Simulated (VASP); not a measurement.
# Quasiparticle energies of LiH in VASP, part 4 of 4

Wanted: how far GW moves the Kohn-Sham levels of LiH. The cell is of the rock-salt type, one of the forms listed for this formula. The start is a cell from a database of measured crystal structures.

VASP 6.6.1, plane waves and PAW; the level of theory is named at each step.

So far, quasiparticle gap on the mesh (eV): step 4 (evGW0, evGW0 on PBE) 5.38; step 5 (QPGW0, QPGW0 on PBE) 5.70.

The database entry behind the starting cell differs from later determinations by our own check (the deuteride, about 0.2 % short), so it need not match the best structure at ambient conditions.

**6. Orbitals for another starting point**

This step: PBE; plane waves and PAW (Li_GW, H_GW) (VASP 6.6.1).

A hybrid converges faster from good orbitals, so a cheap PBE run writes WAVECAR first.

Input file INCAR:

```
SYSTEM = LiH
PREC = Accurate
ENCUT = 320
EDIFF = 1E-05
NELM = 100
ISMEAR = 0
SIGMA = 0.01
LREAL = .FALSE.
ALGO = Normal
GGA = PE
NBANDS = 7
LORBIT = 11
LWAVE = .TRUE.
LCHARG = .FALSE.
KPAR = 8
```

Input file POSCAR:

```
LiH
1.0
    0.0000000000      2.0367500000      2.0367500000
    2.0367500000      0.0000000000      2.0367500000
    2.0367500000      2.0367500000      0.0000000000
Li H
1 1
Direct
    0.0000000000      0.0000000000      0.0000000000
    0.5000000000      0.5000000000      0.5000000000
```

Input file KPOINTS:

```
Automatic mesh
0
Gamma
6 6 6
0 0 0
```

The projector-augmented-wave data sets are Li_GW and H_GW (PBE family, release 64).

Run with:

```
mpirun -np 8 vasp_std
```

What it wrote:

```text
[banner, memory and clock lines left out]
running    8 mpi-ranks, on    1 nodes
 distrk:  each k-point on    1 cores,    8 groups
 distr:  one band on    1 cores,    1 groups

 POSCAR found type information on POSCAR LiH
 POSCAR found :  2 types and       2 ions
 [... a notice as in an earlier step ...]

 LDA part: xc-table for (Slater+PW92), standard interpolation
 POSCAR, INCAR and KPOINTS ok, starting setup
 FFT: planning ... GRIDC
 FFT: planning ... GRID_SOFT
 FFT: planning ... GRID
 WAVECAR not read
 entering main loop
       N       E                     dE             d eps       ncg     rms          rms(c)
[... 4 cycles as in an earlier step ...]
DAV:   5    -0.629184038217E+01   -0.11415E-09   -0.11416E-09   224   0.167E-04    0.275E+00
DAV:   6    -0.614086928848E+01    0.15097E+00   -0.12860E-01   245   0.113E+00    0.144E+00
DAV:   7    -0.608980840054E+01    0.51061E-01   -0.16618E-01   224   0.145E+00    0.243E-01
DAV:   8    -0.609127682942E+01   -0.14684E-02   -0.29595E-03   252   0.288E-01    0.331E-02
[... 1 cycle as in an earlier step ...]
DAV:  10    -0.609124228266E+01    0.30713E-05   -0.38189E-06   182   0.120E-02
   1 F= -.60912423E+01 E0= -.60912423E+01  d E =-.284193E-45
 writing wavefunctions
```

The job ended after 2 s (8 MPI ranks of AMD EPYC 7R43, shared host; peak memory 0.67 GiB; 8.8 s of CPU time).

Parts of OUTCAR (step 6):

```text
   NELECT =       2.0000    total number of electrons

 E-fermi :  -2.6278

 k-point     1 :       0.0000    0.0000    0.0000
  band No.  band energies     occupation
      1      -8.0193      2.00000
      2      12.8019      0.00000
      3      14.6588      0.00000
      4      14.6588      0.00000
      5      14.6588      0.00000
      6      19.2936      0.00000
    ...

  Total       -0.3514498     -0.3514498     -0.3514498      0.0000000      0.0000000     -0.0000000
  in kB      -33.3219731    -33.3219731    -33.3219731      0.0000000      0.0000000     -0.0000000
  external PRESSURE =     -33.3219731 kB  Pullay stress =       0.0000000 kB

 POSITION                                       TOTAL-FORCE (eV/Angst)
 -----------------------------------------------------------------------------------
      0.00000      0.00000      0.00000        -0.000000      0.000000      0.000000
      2.03675      2.03675      2.03675         0.000000     -0.000000     -0.000000
 -----------------------------------------------------------------------------------
    total drift:                               -0.000000     -0.000000     -0.000000

  FREE ENERGIE OF THE ION-ELECTRON SYSTEM (eV)
  ---------------------------------------------------
  free  energy   TOTEN  =        -6.0912422827 eV

  energy  without entropy=       -6.0912422827  energy(sigma->0) =       -6.09124228

[... 9 parts as in an earlier step ...]

[... 8 further parts left out ...]
```

Numbers from this step:

| Quantity | Value |
| --- | --- |
| pressure | -3.332 GPa |
| gap on the k-mesh | 2.988 eV |
| least direct gap on the k-mesh | 2.988 eV |

The run ends at a pressure of -3.33 GPa.

**7. Another starting point**

This step: HSE06; plane waves and PAW (Li_GW, H_GW) (VASP 6.6.1).

To see how much the result owes to its start, the ground state is made again with HSE06. EDIFF is tight for accurate orbitals, and a narrow smearing avoids fractional occupations.

Input file INCAR:

```
SYSTEM = LiH
PREC = Accurate
ENCUT = 320
EDIFF = 1E-08
NELM = 100
ISMEAR = 0
SIGMA = 0.01
LREAL = .FALSE.
ALGO = Normal
LHFCALC = .TRUE.
AEXX = 0.25
GGA = PE
HFSCREEN = 0.2
LASPH = .TRUE.
NBANDS = 7
PRECFOCK = Fast
LORBIT = 11
LWAVE = .TRUE.
LCHARG = .FALSE.
KPAR = 8
```

POSCAR is that of step 6.

KPOINTS is that of step 6.

The WAVECAR or CHGCAR of an earlier step is read.

Run with:

```
mpirun -np 8 vasp_std
```

What it wrote:

```text
[banner, memory and clock lines left out]
running    8 mpi-ranks, on    1 nodes
 distrk:  each k-point on    1 cores,    8 groups
 distr:  one band on    1 cores,    1 groups

 POSCAR found type information on POSCAR LiH
 POSCAR found :  2 types and       2 ions
 [... a notice as in an earlier step ...]

 LDA part: xc-table for (Slater+PW92), standard interpolation
 found WAVECAR, reading the header
 POSCAR, INCAR and KPOINTS ok, starting setup
 FFT: planning ... GRIDC
 FFT: planning ... GRID_SOFT
 FFT: planning ... GRID
 reading WAVECAR
 the WAVECAR file was read successfully
 initial charge from wavefunction
 entering main loop
       N       E                     dE             d eps       ncg     rms          rms(c)
DAV:   1    -0.675743125436E+01   -0.67574E+01   -0.64742E-02   231   0.104E+00    0.848E-02
DAV:   2    -0.675785373429E+01   -0.42248E-03   -0.54400E-04   294   0.114E-01    0.579E-02
DAV:   3    -0.675784840711E+01    0.53272E-05   -0.14623E-05   266   0.198E-02    0.362E-02
DAV:   4    -0.675784792059E+01    0.48652E-06   -0.10158E-05   259   0.134E-02    0.228E-02
DAV:   5    -0.675784939401E+01   -0.14734E-05   -0.36707E-06   252   0.807E-03    0.144E-02
DAV:   6    -0.675785016074E+01   -0.76674E-06   -0.10221E-06   245   0.451E-03    0.919E-03
DAV:   7    -0.675785052051E+01   -0.35976E-06   -0.27547E-07   259   0.252E-03    0.583E-03
DAV:   8    -0.675785074527E+01   -0.22476E-06   -0.81942E-08   273   0.149E-03    0.369E-03
DAV:   9    -0.675785085267E+01   -0.10740E-06   -0.27375E-08   273   0.905E-04    0.233E-03
DAV:  10    -0.675785087111E+01   -0.18436E-07   -0.98715E-09   252   0.569E-04    0.146E-03
DAV:  11    -0.675785085739E+01    0.13722E-07   -0.40790E-09   126   0.368E-04    0.918E-04
DAV:  12    -0.675785085041E+01    0.69762E-08   -0.18815E-09   133   0.258E-04
   1 F= -.67578509E+01 E0= -.67578509E+01  d E =-.829187E-91
 writing wavefunctions
```

It took 12 s on 8 MPI ranks; peak memory 1.4 GiB.

OUTCAR, selected parts (step 7):

```text
   k-points           NKPTS =     16   k-points in BZ     NKDIM =    216   number of bands    NBANDS=      7

   NELECT =       2.0000    total number of electrons

  exchange ACFDT corr.  =         0.00000000  see jH, gK, PRB 81, 115126

 E-fermi :  -3.2767

 k-point     1 :       0.0000    0.0000    0.0000
  band No.  band energies     occupation
      1      -9.3294      2.00000
      2      13.9181      0.00000
      3      15.5868      0.00000
      4      15.5868      0.00000
      5      15.5868      0.00000
      6      20.0404      0.00000
    ...

 POSITION                                       TOTAL-FORCE (eV/Angst)
 -----------------------------------------------------------------------------------
      0.00000      0.00000      0.00000        -0.000000     -0.000000     -0.000000
      2.03675      2.03675      2.03675         0.000000      0.000000      0.000000
 -----------------------------------------------------------------------------------
    total drift:                                0.000000      0.000000      0.000000

  FREE ENERGIE OF THE ION-ELECTRON SYSTEM (eV)
  ---------------------------------------------------
  free  energy   TOTEN  =        -6.7578508504 eV

  energy  without entropy=       -6.7578508504  energy(sigma->0) =       -6.75785085

[... 7 parts as in an earlier step ...]

[... 9 further parts left out ...]
```

The PAW data sets were made with PBE, which is usual practice but a small mismatch for other functionals.

This step gave:

- free energy (TOTEN): -6.758 eV
- Fermi energy: -3.277 eV
- gap on the k-mesh: 3.980 eV
- least direct gap on the k-mesh: 3.980 eV

**8. Empty bands, functional HSE06**

ALGO = Exact makes the empty bands from the converged ground state in one step. LOPTICS writes the k-derivatives of the orbitals (WAVEDER), which give the long-wavelength limit of the screening.

Input file INCAR:

```
SYSTEM = LiH
PREC = Accurate
ENCUT = 320
ISMEAR = 0
SIGMA = 0.01
LREAL = .FALSE.
LHFCALC = .TRUE.
AEXX = 0.25
GGA = PE
HFSCREEN = 0.2
LASPH = .TRUE.
NBANDS = 112
PRECFOCK = Fast
ALGO = Exact
NELM = 1
LWAVE = .TRUE.
LCHARG = .FALSE.
LOPTICS = .TRUE.
NEDOS = 1000
CSHIFT = 0.1
```

POSCAR is that of step 7.

KPOINTS is that of step 7.

The run starts from files that an earlier step left in the folder.

Run with:

```
mpirun -np 8 vasp_std
```

What it wrote:

```text
[... set-up lines as in an earlier step ...]
 entering main loop
       N       E                     dE             d eps       ncg     rms          rms(c)
DIA:   1    -0.675785085784E+01   -0.67579E+01    0.00000E+00     0   0.000E+00
   1 F= -.67578509E+01 E0= -.67578509E+01  d E =-.694156E-54
 writing wavefunctions
 optical routines
 imaginary and real dielectric function
 recalculating local potential from charge density
 direction            1
 direction            2
 direction            3
```

Wall time 84 s (8 MPI ranks); peak memory 1.5 GiB; 11 min of CPU time.

From OUTCAR (step 8):

```text
 POSITION                                       TOTAL-FORCE (eV/Angst)
 -----------------------------------------------------------------------------------
      0.00000      0.00000      0.00000         0.000000      0.000000      0.000000
      2.03675      2.03675      2.03675        -0.000000     -0.000000     -0.000000
 -----------------------------------------------------------------------------------
    total drift:                                0.000000      0.000000      0.000000

  FREE ENERGIE OF THE ION-ELECTRON SYSTEM (eV)
  ---------------------------------------------------
  free  energy   TOTEN  =        -6.7578508578 eV

  energy  without entropy=       -6.7578508578  energy(sigma->0) =       -6.75785086

[... 2 parts as in an earlier step ...]

[... 1 further part left out ...]
[key lines of the parts left out:]
E-fermi :  -3.3108
```

**9. G0W0**

This step: G0W0 on HSE06; plane waves and PAW (Li_GW, H_GW) (VASP 6.6.1).

G0W0 keeps orbitals and screening fixed and shifts each of the lowest NBANDSGW levels once.

Input file INCAR:

```
SYSTEM = LiH
PREC = Accurate
ENCUT = 320
ISMEAR = 0
SIGMA = 0.01
LREAL = .FALSE.
LHFCALC = .TRUE.
AEXX = 0.25
GGA = PE
HFSCREEN = 0.2
LASPH = .TRUE.
NBANDS = 112
PRECFOCK = Fast
ALGO = EVGW0
NELMGW = 1
ENCUTGW = 200
NOMEGA = 48
NBANDSGW = 16
LWAVE = .FALSE.
LCHARG = .FALSE.
```

POSCAR is that of step 8.

KPOINTS is that of step 8.

The WAVECAR or CHGCAR of an earlier step is read.

Run with:

```
mpirun -np 8 vasp_std
```

What it wrote:

```text
[banner, memory and clock lines left out]
running    8 mpi-ranks, on    1 nodes
 distrk:  each k-point on    8 cores,    1 groups
 distr:  one band on    1 cores,    8 groups

 POSCAR found type information on POSCAR LiH
 POSCAR found :  2 types and       2 ions
 [... a notice as in an earlier step ...]

 [... a notice as in an earlier step ...]

 LDA part: xc-table for (Slater+PW92), standard interpolation
 found WAVECAR, reading the header
 POSCAR, INCAR and KPOINTS ok, starting setup
 FFT: planning ... GRIDC
 FFT: planning ... GRID_SOFT
 FFT: planning ... GRID
 reading WAVECAR
 the WAVECAR file was read successfully
 initial charge from wavefunction
 available memory per node:     92.56 GB, setting MAXMEM to     94777

 The Fermi energy was updated, please check that it is located mid-gap
 values below the HOMO (VB) or above the LUMO (CB) will cause erroneous energies
 E-fermi :  -1.4281

 calculate exact exchange contribution
 the WAVEDER file was read successfully
energies w=
    0.000    0.000    0.623    0.000    1.243    0.000    1.859    0.000
    2.467    0.000    3.066    0.000    3.656    0.000    4.235    0.000
    4.803    0.000    5.360    0.000    5.908    0.000    6.446    0.000
    6.977    0.000    7.502    0.000    8.022    0.000    8.539    0.000
    9.056    0.000    9.574    0.000   10.096    0.000   10.624    0.000
   11.161    0.000   11.710    0.000   12.274    0.000   12.858    0.000
   13.464    0.000   14.098    0.000   14.766    0.000   15.475    0.000
   16.231    0.000   17.044    0.000   17.927    0.000   18.892    0.000
   19.958    0.000   21.145    0.000   22.484    0.000   24.009    0.000
   25.773    0.000   27.839    0.000   30.303    0.000   33.297    0.000
   37.020    0.000   41.779    0.000   48.078    0.000   56.802    0.000
   69.664    0.000   90.463    0.000  129.665    0.000  230.446    0.000
 responsefunction array rank=     120
 LDA part: xc-table for (Slater+PW92), standard interpolation

 min. memory requirement per mpi rank     91.3 MB, per node    730.3 MB

 allocating   6 responsefunctions rank=   120
 shmem allocating  48 responsefunctions rank=   120
 response function shared by NCSHMEM nodes    1
 Doing            6  frequencies on each core in blocks of           48
NQ=   1    0.0000    0.0000    0.0000,
|.........|.........|.........|.........|.........|.........|.........|.........
 performed        105000 updates of chi_q(r,r)
 total number of BLAS operations         10.76 Gflops
NQ=   2    0.1667    0.0000    0.0000,
|.........|.........|.........|.........|.........|.........|.........|.........
 performed        540000 updates of chi_q(r,r)
 total number of BLAS operations         52.87 Gflops
NQ=   3    0.3333    0.0000    0.0000,
|.........|.........|.........|.........|.........|.........|.........|.........
 performed        975000 updates of chi_q(r,r)
 total number of BLAS operations         95.75 Gflops
NQ=   4    0.5000    0.0000    0.0000,
|.........|.........|.........|.........|.........|.........|.........|.........
 performed       1230000 updates of chi_q(r,r)
 total number of BLAS operations        119.62 Gflops
NQ=   5    0.1667    0.1667    0.0000,
|.........|.........|.........|.........|.........|.........|.........|.........
 performed       1582000 updates of chi_q(r,r)
 total number of BLAS operations        155.64 Gflops
NQ=   6    0.3333    0.1667    0.0000,
|.........|.........|.........|.........|.........|.........|.........|.........
 performed       2318000 updates of chi_q(r,r)
 total number of BLAS operations        225.60 Gflops
NQ=   7    0.5000    0.1667    0.0000,
|.........|.........|.........|.........|.........|.........|.........|.........
 performed       3054000 updates of chi_q(r,r)
 total number of BLAS operations        295.56 Gflops
NQ=   8   -0.3333    0.1667    0.0000,
|.........|.........|.........|.........|.........|.........|.........|.........
 performed       3790000 updates of chi_q(r,r)
 total number of BLAS operations        364.25 Gflops
NQ=   9   -0.1667    0.1667    0.0000,
|.........|.........|.........|.........|.........|.........|.........|.........
 performed       4339000 updates of chi_q(r,r)
 total number of BLAS operations        418.43 Gflops
NQ=  10    0.3333    0.3333    0.0000,
|.........|.........|.........|.........|.........|.........|.........|.........
 performed       4691000 updates of chi_q(r,r)
 total number of BLAS operations        454.45 Gflops
NQ=  11    0.5000    0.3333    0.0000,
|.........|.........|.........|.........|.........|.........|.........|.........
 performed       5427000 updates of chi_q(r,r)
 total number of BLAS operations        520.61 Gflops
NQ=  12   -0.3333    0.3333    0.0000,
|.........|.........|.........|.........|.........|.........|.........|.........
 performed       5976000 updates of chi_q(r,r)
 total number of BLAS operations        565.47 Gflops
NQ=  13    0.5000    0.5000    0.0000,
|.........|.........|.........|.........|.........|.........|.........|.........
 performed       6188000 updates of chi_q(r,r)
 total number of BLAS operations        588.38 Gflops
NQ=  14    0.5000    0.3333    0.1667,
|.........|.........|.........|.........|.........|.........|.........|.........
 performed       6931000 updates of chi_q(r,r)
 total number of BLAS operations        660.33 Gflops
NQ=  15   -0.3333    0.3333    0.1667,
|.........|.........|.........|.........|.........|.........|.........|.........
 performed       7581000 updates of chi_q(r,r)
 total number of BLAS operations        720.99 Gflops
NQ=  16   -0.3333    0.5000    0.1667,
|.........|.........|.........|.........|.........|.........|.........|.........
 performed       8130000 updates of chi_q(r,r)
 total number of BLAS operations        768.55 Gflops
 resolving degeneracies of screened two electron integrals

 calculate QP shifts <psi_nk| G(iteration)W_0 |psi_nk>: iteration 1
 entering main loop
```

Wall time 65 s (8 MPI ranks); peak memory 1.8 GiB.

OUTCAR, selected parts (step 9):

```text
   NELECT =       2.0000    total number of electrons

 E-fermi :  -1.4281

 QP shifts <psi_nk| G(iteration)W_0 |psi_nk>: iteration 1
 for sc-GW calculations column KS-energies equals QP-energies in previous step
 and V_xc(KS)=  KS-energies - (<T + V_ion + V_H > + <T+V_H+V_ion>^1  + <V_x>^1)
 k-point   1 :       0.0000    0.0000    0.0000
  band No.  KS-energies  QP-energies   sigma(KS)   V_xc(KS)     V^pw_x(r,r')   Z            occupation Imag(sigma)
      1      -9.3294     -10.1798     -11.7374     -10.5268     -14.9591       0.7025       2.0000       0.1668
      2      13.9182      13.9179      -9.9451      -9.9447      -4.0797       0.7063       0.0000      -0.7095
      3      15.5867      16.1315      -6.1689      -6.8809      -1.3505       0.7651       0.0000      -0.4309
      4      15.5867      16.1315      -6.1689      -6.8809      -1.3505       0.7651       0.0000      -0.4309
      5      15.5867      16.1315      -6.1689      -6.8809      -1.3505       0.7651       0.0000      -0.4309
    ...

 k-point   2 :       0.1667    0.0000    0.0000
  band No.  KS-energies  QP-energies   sigma(KS)   V_xc(KS)     V^pw_x(r,r')   Z            occupation Imag(sigma)
      1      -8.7698      -9.6512     -11.7536     -10.5192     -14.7499       0.7141       2.0000       0.1321
      2      10.1573      10.4273      -7.4652      -7.8255      -2.7659       0.7496       0.0000      -0.2828
      3      13.8212      13.9021      -8.3985      -8.5065      -2.8837       0.7486       0.0000      -0.6868
      4      14.7454      15.1863      -6.1900      -6.7636      -1.3403       0.7685       0.0000      -0.4760
      5      14.7454      15.1863      -6.1900      -6.7636      -1.3403       0.7685       0.0000      -0.4760
    ...

[... 8 parts as in an earlier step ...]

[... 8 further parts left out ...]
```

This step gave:

```yaml
quasiparticle_gap_on_the_mesh: 5.564 eV
smallest_direct_quasiparticle_gap_on_the_mesh: 5.564 eV
gap_of_the_starting_orbitals_on_the_mesh: 3.980 eV
```

GW takes the gap from 3.980 to 5.564 eV. That is +589 meV against the one-shot pass on PBE. The value holds for 112 bands, ENCUTGW = 200 eV and this mesh, and isn't shown to be converged in them.

**10. Summary**

This step: GW series: evGW0 on PBE, QPGW0 on PBE, G0W0 on HSE06; plane waves and PAW (VASP 6.6.1).

Derived from the runs above.

Cost is wall time times ranks on a shared host, with the step that makes the empty bands. GW runs:

```
        level  bands  ENCUTGW (eV)  NOMEGA  k mesh  starting gap (eV)  quasiparticle gap (eV)  direct gap (eV)  cost (core minutes)
 evGW0 on PBE    112           200      48   6x6x6              2.989                   5.379            5.379                33.83
 QPGW0 on PBE    112           200      48   6x6x6              2.989                   5.701            5.701                141.2
G0W0 on HSE06    112           200      48   6x6x6               3.98                   5.564            5.564                19.87
```

**11. Outcome**

| Item | Value |
| --- | --- |
| evGW0 on PBE, 112 bands, ENCUTGW 200 eV, NOMEGA 48, mesh 6×6×6 | 2.989 → 5.379 eV |
| QPGW0 on PBE, 112 bands, ENCUTGW 200 eV, NOMEGA 48, mesh 6×6×6 | 2.989 → 5.701 eV |
| G0W0 on HSE06, 112 bands, ENCUTGW 200 eV, NOMEGA 48, mesh 6×6×6 | 3.980 → 5.564 eV |

evGW0 gives a quasiparticle gap of 5.379 eV on the mesh, 2.39 eV over the PBE gap on the same mesh. On mesh and path the starting valence top lies at (0.5, 0.5, 0) and the conduction bottom at (0.5, 0.5, 0), so the starting gap is direct. Both points lie on the GW mesh. Over the final values of the levels run here the gap spans 5.38 to 5.70 eV. In evGW0 the first pass, which is the one-shot result, gives 4.975 eV and pass 4 gives 5.379 eV; the last pass changed the gap by +13 meV, so more passes would move it further. In QPGW0 the first pass gives 4.987 eV and pass 4 gives 5.701 eV; the last pass changed the gap by +73 meV, so more passes would move it further. One-shot gaps: 4.975 eV from PBE and 5.564 eV from HSE06. The starting gaps span 0.99 eV and the one-shot gaps 0.59 eV. Bands, response cutoff and mesh weren't tested for convergence. The given cell is kept, although it stands at -3.3 GPa at PBE and ENCUT = 320 eV, which holds the mismatch of the given cell with this functional and any basis-set error. Not tabulated here, as repeats of values shown or as unfit to read for their mesh, reference level or band range: eps2 curves (empty bands); eps1 curves and static values (empty bands); gaps (empty bands).

[Lines on the potential files, build, host, timing and source positions are cut from VASP's logs without a mark.]

[Logs are printed without paths, hosts, clocks, repeated set-up lines and the standing remarks that a program may print on its own settings, such as how far it seeks lower states.]

[Hosts, paths, dates, database ids (printed as entryN), source tags and the programs' standing remarks are cut or masked in the printed files.]

[Pressures printed for these runs are not shown converged in the cutoff: they can be off by several GPa and have the wrong sign.]
